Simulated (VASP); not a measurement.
All values below come from PBEsol GGA, VASP's PBE PAW potentials (set 64) (plane waves; VASP 6.6.1).

Input for VASP

**POSCAR**
```
CuF
1.0
  2.8736292282   0.0000000000   0.0000000000
 -1.4368146141   2.4886360476   0.0000000000
  0.0000000000   0.0000000000   6.3603815294
Cu F
2 2
Direct
  0.3333330000   0.6666670000   0.0404043307
  0.6666670000   0.3333330000   0.5404043307
  0.3333330000   0.6666670000   0.3345956693
  0.6666670000   0.3333330000   0.8345956693
```

### INCAR
```
LMAXMIX=4   # l cut-off of mixed one-centre charges
IBRION=2
NSW=60
LCHARG=.FALSE.
EDIFF=1E-6   # SCF stop (eV)
GGA=PS   # PBEsol
PREC=Accurate
ENCUT=520
SYSTEM=CuF
NELM=100   # most electronic steps
ISIF=3   # ions, shape and volume
LASPH=.TRUE.
LREAL=.FALSE.   # projection in real space or not
EDIFFG=-0.02   # ionic stop
ISMEAR=0   # Gaussian
SIGMA=0.05
ALGO=Normal   # blocked Davidson
LWAVE=.FALSE.
```

KPOINTS:
```
Automatic mesh
0
Gamma
8 8 3
0 0 0
```

POTCAR, in this order: Cu F (PBE.64 set). Program: vasp_std.

Output

**OSZICAR**
```
...
   1 F= -.15886420E+02 E0= -.15886379E+02  d E =-.158864E+02
       N       E                     dE             d eps       ncg     rms          rms(c)
DAV:   1    -0.173855527000E+02   -0.14991E+01   -0.38701E+01  1082   0.967E+01    0.938E+00
DAV:   2    -0.163046519455E+02    0.10809E+01   -0.78331E+00  1136   0.534E+01    0.371E+00
DAV:   3    -0.160562772338E+02    0.24837E+00   -0.13673E+00  1218   0.282E+01    0.249E+00
DAV:   4    -0.159611728048E+02    0.95104E-01   -0.14836E-01  1212   0.108E+01    0.836E-01
DAV:   5    -0.159474076234E+02    0.13765E-01   -0.34633E-02  1328   0.244E+00    0.159E-01
DAV:   6    -0.159472164180E+02    0.19121E-03   -0.42825E-03  1244   0.130E+00    0.937E-02
DAV:   7    -0.159471286437E+02    0.87774E-04   -0.44259E-04  1372   0.465E-01    0.115E-02
DAV:   8    -0.159471334767E+02   -0.48330E-05   -0.71318E-05  1032   0.768E-02    0.837E-03
DAV:   9    -0.159471325617E+02    0.91496E-06   -0.59628E-06  1048   0.286E-02
   2 F= -.15947133E+02 E0= -.15946791E+02  d E =-.607127E-01
       N       E                     dE             d eps       ncg     rms          rms(c)
DAV:   1    -0.160523331075E+02   -0.10520E+00   -0.25097E+00  1112   0.232E+01    0.256E+00
DAV:   2    -0.159867220455E+02    0.65611E-01   -0.63614E-01  1076   0.154E+01    0.113E+00
DAV:   3    -0.159613302457E+02    0.25392E-01   -0.13299E-01  1206   0.916E+00    0.643E-01
DAV:   4    -0.159554564740E+02    0.58738E-02   -0.81352E-03  1234   0.220E+00    0.235E-01
DAV:   5    -0.159545210908E+02    0.93538E-03   -0.22039E-03  1348   0.710E-01    0.445E-02
DAV:   6    -0.159545157744E+02    0.53164E-05   -0.36557E-04  1250   0.366E-01    0.310E-02
DAV:   7    -0.159545026456E+02    0.13129E-04   -0.64240E-05  1338   0.197E-01    0.442E-03
DAV:   8    -0.159545031232E+02   -0.47755E-06   -0.97354E-06  1276   0.394E-02
   3 F= -.15954503E+02 E0= -.15954235E+02  d E =-.680832E-01
       N       E                     dE             d eps       ncg     rms          rms(c)
DAV:   1    -0.161274089105E+02   -0.17291E+00   -0.83318E+00  1090   0.296E+01    0.314E+00
DAV:   2    -0.160348765966E+02    0.92532E-01   -0.10770E+00  1138   0.203E+01    0.151E+00
DAV:   3    -0.159917173576E+02    0.43159E-01   -0.23440E-01  1200   0.124E+01    0.767E-01
DAV:   4    -0.159835980652E+02    0.81193E-02   -0.12373E-02  1380   0.228E+00    0.263E-01
DAV:   5    -0.159826271011E+02    0.97096E-03   -0.33607E-03  1374   0.857E-01    0.708E-02
DAV:   6    -0.159825748345E+02    0.52267E-04   -0.45034E-04  1234   0.424E-01    0.207E-02
DAV:   7    -0.159825848142E+02   -0.99797E-05   -0.81616E-05  1186   0.998E-02    0.185E-02
DAV:   8    -0.159825784258E+02    0.63884E-05   -0.19481E-05  1092   0.655E-02    0.189E-03
DAV:   9    -0.159825788776E+02   -0.45181E-06   -0.34250E-06   806   0.169E-02
   4 F= -.15982579E+02 E0= -.15982351E+02  d E =-.280758E-01
       N       E                     dE             d eps       ncg     rms          rms(c)
DAV:   1    -0.166750614224E+02   -0.69248E+00   -0.37024E+01  1068   0.607E+01    0.681E+00
DAV:   2    -0.162562716075E+02    0.41879E+00   -0.52008E+00  1142   0.448E+01    0.327E+00
DAV:   3    -0.160473789586E+02    0.20889E+00   -0.10876E+00  1196   0.286E+01    0.159E+00
DAV:   4    -0.160139644475E+02    0.33415E-01   -0.57009E-02  1368   0.427E+00    0.573E-01
DAV:   5    -0.160094547614E+02    0.45097E-02   -0.16011E-02  1382   0.210E+00    0.173E-01
DAV:   6    -0.160090798144E+02    0.37495E-03   -0.23170E-03  1330   0.104E+00    0.476E-02
DAV:   7    -0.160091413903E+02   -0.61576E-04   -0.58577E-04  1104   0.240E-01    0.440E-02
DAV:   8    -0.160091058346E+02    0.35556E-04   -0.10662E-04  1446   0.151E-01    0.605E-03
DAV:   9    -0.160091071629E+02   -0.13283E-05   -0.14993E-05  1126   0.368E-02    0.121E-03
DAV:  10    -0.160091072025E+02   -0.39598E-07   -0.24128E-07   518   0.838E-03
   5 F= -.16009107E+02 E0= -.16008935E+02  d E =-.546041E-01
       N       E                     dE             d eps       ncg     rms          rms(c)
DAV:   1    -0.166433459491E+02   -0.63424E+00   -0.10443E+01  1082   0.521E+01    0.657E+00
DAV:   2    -0.162116730106E+02    0.43167E+00   -0.49051E+00  1040   0.456E+01    0.268E+00
DAV:   3    -0.160337349326E+02    0.17794E+00   -0.95358E-01  1148   0.275E+01    0.107E+00
DAV:   4    -0.160225372519E+02    0.11198E-01   -0.31629E-02  1402   0.333E+00    0.525E-01
DAV:   5    -0.160187493109E+02    0.37879E-02   -0.14212E-02  1506   0.248E+00    0.231E-01
DAV:   6    -0.160179072501E+02    0.84206E-03   -0.32448E-03  1452   0.116E+00    0.553E-02
DAV:   7    -0.160179333056E+02   -0.26056E-04   -0.71247E-04  1046   0.261E-01    0.259E-02
DAV:   8    -0.160179225801E+02    0.10726E-04   -0.45331E-05  1150   0.103E-01    0.892E-03
DAV:   9    -0.160179216804E+02    0.89971E-06   -0.39611E-06   936   0.221E-02
   6 F= -.16017922E+02 E0= -.16017723E+02  d E =-.881448E-02
       N       E                     dE             d eps       ncg     rms          rms(c)
DAV:   1    -0.160194014030E+02   -0.14788E-02   -0.24406E-02  1070   0.261E+00    0.308E-01
DAV:   2    -0.160183441966E+02    0.10572E-02   -0.10258E-02  1058   0.205E+00    0.116E-01
DAV:   3    -0.160180260475E+02    0.31815E-03   -0.19108E-03  1182   0.116E+00    0.553E-02
DAV:   4    -0.160179896042E+02    0.36443E-04   -0.61611E-05  1362   0.199E-01    0.251E-02
DAV:   5    -0.160179777996E+02    0.11805E-04   -0.25456E-05  1410   0.105E-01    0.831E-03
DAV:   6    -0.160179764107E+02    0.13890E-05   -0.30118E-06   670   0.435E-02    0.280E-03
DAV:   7    -0.160179770078E+02   -0.59713E-06   -0.64690E-06   800   0.250E-02
   7 F= -.16017977E+02 E0= -.16017780E+02  d E =-.886981E-02
       N       E                     dE             d eps       ncg     rms          rms(c)
DAV:   1    -0.160183019651E+02   -0.32555E-03   -0.57658E-03  1070   0.127E+00    0.152E-01
DAV:   2    -0.160180457590E+02    0.25621E-03   -0.24981E-03  1052   0.101E+00    0.574E-02
DAV:   3    -0.160179656641E+02    0.80095E-04   -0.46592E-04  1186   0.574E-01    0.272E-02
DAV:   4    -0.160179578016E+02    0.78626E-05   -0.13230E-05  1042   0.982E-02    0.124E-02
DAV:   5    -0.160179559462E+02    0.18554E-05   -0.47778E-06   880   0.490E-02    0.270E-03
DAV:   6    -0.160179560437E+02   -0.97484E-07   -0.26286E-06   708   0.294E-02
   8 F= -.16017956E+02 E0= -.16017758E+02  d E =-.884884E-02
       N       E                     dE             d eps       ncg     rms          rms(c)
DAV:   1    -0.160213699462E+02   -0.34140E-02   -0.36777E-01  1166   0.627E+00    0.500E-01
DAV:   2    -0.160193173698E+02    0.20526E-02   -0.20465E-02  1304   0.277E+00    0.263E-01
DAV:   3    -0.160183241830E+02    0.99319E-03   -0.35409E-03  1206   0.159E+00    0.171E-01
DAV:   4    -0.160178251297E+02    0.49905E-03   -0.10506E-03  1208   0.722E-01    0.247E-02
DAV:   5    -0.160178287649E+02   -0.36351E-05   -0.15649E-04  1254   0.155E-01    0.114E-02
DAV:   6    -0.160178272492E+02    0.15157E-05   -0.62041E-06   978   0.497E-02    0.651E-03
DAV:   7    -0.160178272496E+02   -0.37926E-09   -0.46937E-06   818   0.237E-02
   9 F= -.16017827E+02 E0= -.16017573E+02  d E =0.128794E-03
       N       E                     dE             d eps       ncg     rms          rms(c)
DAV:   1    -0.160192909781E+02   -0.14637E-02   -0.11053E-01  1166   0.341E+00    0.275E-01
DAV:   2    -0.160186847804E+02    0.60620E-03   -0.62186E-03  1296   0.152E+00    0.145E-01
DAV:   3    -0.160183812624E+02    0.30352E-03   -0.10756E-03  1204   0.875E-01    0.940E-02
DAV:   4    -0.160182302447E+02    0.15102E-03   -0.31577E-04  1216   0.394E-01    0.133E-02
DAV:   5    -0.160182310007E+02   -0.75603E-06   -0.45998E-05  1266   0.837E-02    0.604E-03
DAV:   6    -0.160182305852E+02    0.41551E-06   -0.10851E-06   550   0.273E-02
  10 F= -.16018231E+02 E0= -.16018008E+02  d E =-.274542E-03
```

File OUTCAR:
```
------------------------ aborting loop because EDIFF is reached ----------------------------------------
  FORCE on cell =-STRESS in cart. coord.  units (eV):
  Direction    XX          YY          ZZ          XY          YZ          ZX
  --------------------------------------------------------------------------------------
  Total        0.0188637      0.0188637      0.0126716      0.0000000     -0.0000000      0.0000000
  in kB        0.6816248      0.6816248      0.4578762      0.0000000     -0.0000000      0.0000000
  external PRESSURE =       0.6070419 kB  Pullay stress =       0.0000000 kB
  volume of cell :       44.34
      direct lattice vectors                 reciprocal lattice vectors
     2.754147700  0.000000000 -0.000000000     0.363088733  0.209629368  0.000000000
    -1.377073850  2.385161992  0.000000000    -0.000000000  0.419258735 -0.000000000
    -0.000000000  0.000000000  6.749751708     0.000000000 -0.000000000  0.148153598
 POSITION                                       TOTAL-FORCE (eV/Angst)
 -----------------------------------------------------------------------------------
     -0.00000      1.59011      0.31403        -0.000000      0.000000      0.002527
      1.37708      0.79505      3.68891        -0.000000      0.000000      0.002527
     -0.00000      1.59011      2.21713         0.000000      0.000000     -0.002527
      1.37708      0.79505      5.59200        -0.000000     -0.000000     -0.002527
 -----------------------------------------------------------------------------------
    total drift:                               -0.002442      0.001411      0.000400
  FREE ENERGIE OF THE ION-ELECTRON SYSTEM (eV)
  ---------------------------------------------------
  free  energy   TOTEN  =       -16.0182305852 eV

  energy  without entropy=      -16.0177846440  energy(sigma->0) =      -16.01800761

 reached required accuracy - stopping structural energy minimisation
```
(Selected blocks of OUTCAR.)

### CONTCAR
```
CuF
   1.00000000000000
     2.7541476998016883    0.0000000000000000   -0.0000000000000000
    -1.3770738499008441    2.3851619921395946    0.0000000000000000
    -0.0000000000000000    0.0000000000000000    6.7497517076073859
  Cu              F
     2     2
Direct
     0.3333330000000032    0.6666669999999968    0.0465247531796266
     0.6666669999999968    0.3333330000000032    0.5465247531796268
     0.3333330000000032    0.6666669999999968    0.3284752468203734
     0.6666669999999968    0.3333330000000032    0.8284752468203732
```

Energy and stress use the plane-wave basis of the starting cell.

The structure was generated: CuF was put into the wurtzite type (P6_3mc), which need not be its known phase. This run relaxes it. Symmetry was kept, so distortions that lower it aren't found. The start is the result of an earlier pass.
